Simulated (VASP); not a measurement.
These are PBE GGA, VASP's PBE PAW potentials (set 64) (plane waves; VASP) values and carry that method's errors.

VASP input:

POSCAR:
```
C
2.460
  0.5000000000  -0.8660252033   0.0000000000
  0.5000000000   0.8660252033   0.0000000000
  0.0000000000   0.0000000000   2.7276422764
C
4
direct
  0.0000000000   0.0000000000   0.2500000000
  0.0000000000   0.0000000000   0.7500000000
  0.3333330000   0.6666670000   0.2500000000
  0.6666670000   0.3333330000   0.7500000000
```

**INCAR**
```
LREAL=F   # projection in real space or not
PREC=Accurate
LCHARG=F
SIGMA=0.1   # width (eV)
LWAVE=F
ISIF=2
SYSTEM=C
EDIFF=1E-6   # SCF stop (eV)
LASPH=T   # aspherical one-centre terms
ENCUT=520   # plane-wave cut-off (eV)
NELM=100   # most electronic steps
NBANDS=24
GGA=PE
ALGO=Normal   # blocked Davidson
ISMEAR=1   # Methfessel-Paxton
```

**KPOINTS**
```
Automatic mesh
0
Gamma
13 13 4
0 0 0
```

POTCAR, in this order: C (PBE.64 set). Program: vasp_std.

Question: What will the output report for the number of irreducible k-points (NKPTS), largest plane-wave count, number of space-group operations, FFT grid (NGX, NGY, NGZ)?

Answer: 
```yaml
number of irreducible k-points (NKPTS): 63
largest_plane_wave_count: 979
number_of_space_group_operations: 24
FFT grid (NGX, NGY, NGZ): 18 × 18 × 50
```

The compound is C in the graphite structure. The cell was not relaxed at this level. The run is one of a series of settings (NBANDS = 24 against the base run), some of them coarse on purpose.
